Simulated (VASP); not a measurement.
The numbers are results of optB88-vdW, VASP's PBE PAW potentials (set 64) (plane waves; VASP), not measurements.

VASP input:

### POSCAR
```
CdSe
14.2711860
  0.1533586278  -0.2656249177   0.0000000000
  0.1533586278   0.2656249177   0.0000000000
  0.0000000000   0.0000000000   0.5000000098
Cd Se
2 2
Cart
  0.1533586278  -0.0885418163   0.2500292241
  0.1533586278   0.0885418163   0.0000292192
  0.1533586278  -0.0885418163   0.4379707894
  0.1533586278   0.0885418163   0.1879707845
```

**KPOINTS**
```
Regular mesh
0
Gamma
  7 7 4
0 0 0
```

### INCAR
```
! general
SYSTEM   = CdSe
PREC     = Accurate
ENCUT    = 520
LREAL    = .FALSE.
LASPH    = .TRUE.

! electronic loop
EDIFF    = 1E-7
NELM     = 100
ALGO     = Normal
LMAXMIX  = 4

! smearing
ISMEAR   = -5

! functional
GGA      = BO
LUSE_VDW = .TRUE.
AGGAC    = 0.0
PARAM1   = 0.1833333333
PARAM2   = 0.22

! ions
ISIF     = 2

! output
LWAVE    = .FALSE.
LCHARG   = .TRUE.
LORBIT   = 11
NEDOS    = 601

! other
LEFG     = .TRUE.
```

POTCAR, in this order: Cd Se (PBE.64 set). Program: vasp_std.

The resulting files:

OUTCAR:
```
 ion  position               nearest neighbor table
   1  0.667  0.333  0.500-   4 2.68   4 2.68   4 2.68   3 2.68
   2  0.333  0.667  0.000-   3 2.68   3 2.68   3 2.68   4 2.68
   3  0.667  0.333  0.876-   2 2.68   2 2.68   2 2.68   1 2.68
   4  0.333  0.667  0.376-   1 2.68   1 2.68   1 2.68   2 2.68
  LATTYP: Found a hexagonal cell.
 ALAT       =     4.3772187890
 C/A-ratio  =     1.6301659762
 Subroutine PRICEL returns:
 Original cell was already a primitive cell.
 Subroutine GETGRP returns: Found 12 space group operations
The static configuration has the point symmetry C_3v.
 The point group associated with its full space group is C_6v.
The dynamic configuration has the point symmetry C_3v.
 Subroutine INISYM returns: Found 12 space group operations
 Subroutine IBZKPT returns following result:
 Found     24 irreducible k-points:

 Following reciprocal coordinates:
            Coordinates               Weight
  0.000000  0.000000  0.000000      1.000000
  0.142857 -0.000000  0.000000      6.000000
  0.285714 -0.000000  0.000000      6.000000
  0.428571 -0.000000  0.000000      6.000000
  0.142857  0.142857  0.000000      6.000000
...
```

**OSZICAR**
```
       N       E                     dE             d eps       ncg     rms          rms(c)
DAV:   1     0.252725236914E+03    0.25273E+03   -0.17235E+04  1056   0.147E+03
DAV:   2     0.117798538817E+02   -0.24095E+03   -0.23670E+03  1194   0.348E+02
DAV:   3    -0.173189861326E+01   -0.13512E+02   -0.13470E+02  1236   0.811E+01
DAV:   4    -0.185965904687E+01   -0.12776E+00   -0.12770E+00  1182   0.781E+00
DAV:   5    -0.186076981531E+01   -0.11108E-02   -0.11107E-02  1254   0.679E-01    0.799E+00
DAV:   6    -0.106993640470E+01    0.79083E+00   -0.18411E+00  1210   0.124E+01    0.629E+00
DAV:   7    -0.104175391869E+01    0.28182E-01   -0.56041E-01  1164   0.407E+00    0.260E+00
DAV:   8    -0.104032830329E+01    0.14256E-02   -0.52565E-02  1140   0.247E+00    0.323E-01
DAV:   9    -0.103989998821E+01    0.42832E-03   -0.85459E-03  1206   0.111E+00    0.914E-02
DAV:  10    -0.103996220350E+01   -0.62215E-04   -0.73417E-04  1158   0.317E-01    0.649E-02
DAV:  11    -0.104002451032E+01   -0.62307E-04   -0.19565E-04  1116   0.105E-01    0.213E-02
DAV:  12    -0.103999911195E+01    0.25398E-04   -0.97129E-05  1248   0.916E-02    0.532E-03
DAV:  13    -0.103999986955E+01   -0.75760E-06   -0.12113E-05  1176   0.193E-02    0.508E-03
DAV:  14    -0.103999975446E+01    0.11509E-06   -0.36828E-07  1214   0.303E-03    0.230E-03
DAV:  15    -0.103999990119E+01   -0.14672E-06   -0.24566E-07   924   0.271E-03    0.543E-04
DAV:  16    -0.103999986336E+01    0.37828E-07   -0.13728E-08   570   0.873E-04
   1 F= -.10399999E+01 E0= -.10399999E+01  d E =0.000000E+00
```

OUTCAR:
```
------------------------ aborting loop because EDIFF is reached ----------------------------------------
  FORCE on cell =-STRESS in cart. coord.  units (eV):
  Direction    XX          YY          ZZ          XY          YZ          ZX
  --------------------------------------------------------------------------------------
  Total       -0.0512822     -0.0512822      0.0580802      0.0000000     -0.0000000      0.0000000
  in kB       -0.6939366     -0.6939365      0.7859260      0.0000000     -0.0000000      0.0000000
  external PRESSURE =      -0.2006490 kB  Pullay stress =       0.0000000 kB
  volume of cell :      118.40
      direct lattice vectors                 reciprocal lattice vectors
     2.188609502 -3.790782607  0.000000000     0.228455556 -0.131898885  0.000000000
     2.188609502  3.790782607  0.000000000     0.228455556  0.131898885  0.000000000
     0.000000000  0.000000000  7.135593140     0.000000000  0.000000000  0.140142519
  FREE ENERGIE OF THE ION-ELECTRON SYSTEM (eV)
  ---------------------------------------------------
  free  energy   TOTEN  =        -1.0399998634 eV

  energy  without entropy=       -1.0399998634  energy(sigma->0) =       -1.03999986

 total charge

# of ion       s       p       d       tot
------------------------------------------
    1        0.443   0.287   9.553  10.283
    2        0.443   0.287   9.553  10.283
    3        1.455   2.368   0.019   3.842
    4        1.455   2.368   0.019   3.842
--------------------------------------------------
tot          3.797   5.309  19.144  28.250

 Electric field gradients after diagonalization (V/A^2)
 (convention: |V_zz| > |V_xx| > |V_yy|)
----------------------------------------------------------------------
 ion       V_xx      V_yy      V_zz     asymmetry (V_yy - V_xx)/ V_zz
----------------------------------------------------------------------
   1      -0.956    -0.952     1.908       0.002
   2      -0.956    -0.952     1.908       0.002
   3      -0.316    -0.316     0.632       0.001
   4      -0.316    -0.316     0.632       0.001
```
(Selected blocks of OUTCAR.)

The compound is CdSe in the wurtzite structure. It was relaxed first, which changed the volume by +5 %.
